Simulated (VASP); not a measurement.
Level of theory: PBEsol GGA, VASP's PBE PAW potentials (set 64) (plane waves; VASP).

VASP ran on this input.

POSCAR:
```
Al3InSb4
1
    0.0000000000     3.1280557695     3.1280557695
    3.1280557695     0.0000000000     3.1280557695
   12.5066868313    12.5066868313     0.0055362469
In Sb Al
1 4 3
Direct
  0.0018616114   0.0018616114   0.9986037914
  0.2375953259   0.2375953259   0.0718035056
  0.2466172450   0.2466172450   0.3150370662
  0.2537352183   0.2537352183   0.5596985863
  0.2617144545   0.2617144545   0.8037141592
  0.9921504347   0.9921504347   0.2558871740
  0.9995944796   0.9995944796   0.5003041403
  0.0067312304   0.0067312304   0.7449515771
```

File KPOINTS:
```
k-points along high-symmetry lines
12
Line-mode
Reciprocal
  0.000000   0.000000   0.000000 ! GAMMA
  0.000000   0.000000  -0.500000 ! T

  0.000000   0.000000  -0.500000 ! T
 -0.328125   0.328125  -0.500000 ! H_2

 -0.343750   0.328125  -0.187500 ! H_0
  0.000000   0.500000   0.500000 ! L

  0.000000   0.500000   0.500000 ! L
  0.000000   0.000000   0.000000 ! GAMMA

  0.000000   0.000000   0.000000 ! GAMMA
 -0.335938   0.335938   0.000000 ! S_0

 -0.335937   0.328125  -0.343750 ! S_2
 -0.500000   0.000000  -1.000000 ! F

 -0.500000   0.000000  -1.000000 ! F
  0.000000   0.000000   0.000000 ! GAMMA
```

### INCAR
```
LMAXMIX=4   # l cut-off of mixed one-centre charges
LORBIT=11
ISMEAR=0
ICHARG=11   # fixed density
LREAL=.False.   # projection in real space or not
EDIFF=1E-7   # SCF stop (eV)
LASPH=.True.   # aspherical one-centre terms
PREC=Accurate
GGA=PS   # PBEsol
ALGO=Normal
ENCUT=400
SYSTEM=Al3InSb4
NELM=100
LWAVE=.False.
LCHARG=.False.
SIGMA=0.05
```

POTCAR, in this order: In_d Sb Al (PBE.64 set). Program: vasp_std. Read from the step before: CHGCAR.

Output

**OSZICAR**
```
       N       E                     dE             d eps       ncg     rms          rms(c)
DAV:   1     0.223053153039E+03    0.22305E+03   -0.13368E+04  4384   0.109E+03
DAV:   2    -0.534137832347E+01   -0.22839E+03   -0.22419E+03  4836   0.255E+02
DAV:   3    -0.280136762207E+02   -0.22672E+02   -0.21515E+02  5716   0.856E+01
DAV:   4    -0.287898279226E+02   -0.77615E+00   -0.77011E+00  5516   0.179E+01
DAV:   5    -0.288181754003E+02   -0.28347E-01   -0.28331E-01  6692   0.349E+00
DAV:   6    -0.288185647256E+02   -0.38933E-03   -0.38929E-03  5616   0.384E-01
DAV:   7    -0.288185816697E+02   -0.16944E-04   -0.16944E-04  6780   0.850E-02
DAV:   8    -0.288185819580E+02   -0.28826E-06   -0.28823E-06  5746   0.103E-02
DAV:   9    -0.288185819655E+02   -0.74879E-08   -0.73412E-08  4204   0.221E-03
   1 F= -.28818582E+02 E0= -.28818582E+02  d E =-.519686E-11
```

OUTCAR:
```
 val. band max:        4.8200069618   @ k =   0.0000   0.0000   0.0000

 cond. band min:       5.5968522790   @ k =   0.0000   0.0000   0.0000



 k-point     1 :       0.0000    0.0000    0.0000
  band No.  band energies     occupation
      1      -9.6355      2.00000
      2      -9.6089      2.00000
      3      -9.6089      2.00000
      4      -9.5240      2.00000
      5      -9.5240      2.00000
      6      -6.0245      2.00000
      7      -5.4997      2.00000
      8      -5.4720      2.00000
      9      -4.6591      2.00000
     10      -0.8140      2.00000
     11       1.1479      2.00000
     12       1.3674      2.00000
     13       3.6169      2.00000
     14       3.6169      2.00000
     15       3.9289      2.00000
     16       3.9290      2.00000
     17       4.1711      2.00000
     18       4.1711      2.00000
     19       4.6137      2.00000
     20       4.8199      2.00000
     21       4.8200      2.00000
     22       5.5969      0.00000
     23       5.6364      0.00000
     24       5.9761      0.00000
     25       6.2698      0.00000
     26       7.6568      0.00000

 k-point     2 :       0.0000    0.0000   -0.0455
  band No.  band energies     occupation
      1      -9.6355      2.00000
      2      -9.6089      2.00000
      3      -9.6089      2.00000
      4      -9.5240      2.00000
      5      -9.5240      2.00000
      6      -6.0233      2.00000
      7      -5.5325      2.00000
      8      -5.4380      2.00000
      9      -4.6620      2.00000
     10      -0.8086      2.00000
     11       1.0700      2.00000
     12       1.4483      2.00000
     13       3.6174      2.00000
     14       3.6174      2.00000
     15       3.9266      2.00000
     16       3.9266      2.00000
     17       4.1739      2.00000
     18       4.1739      2.00000
     19       4.5854      2.00000
     20       4.8189      2.00000
     21       4.8189      2.00000
     22       5.6100      0.00000
     23       5.6465      0.00000
...
```

The density is held fixed in this step, so its total energy and stress have no physical meaning. Unless said otherwise, spin-orbit coupling is left out, though it shifts the bands of the heavy elements here.

The structure was generated: Al3InSb4 was put into an ordered model structure (R3m), which need not be its known phase. It was relaxed first.
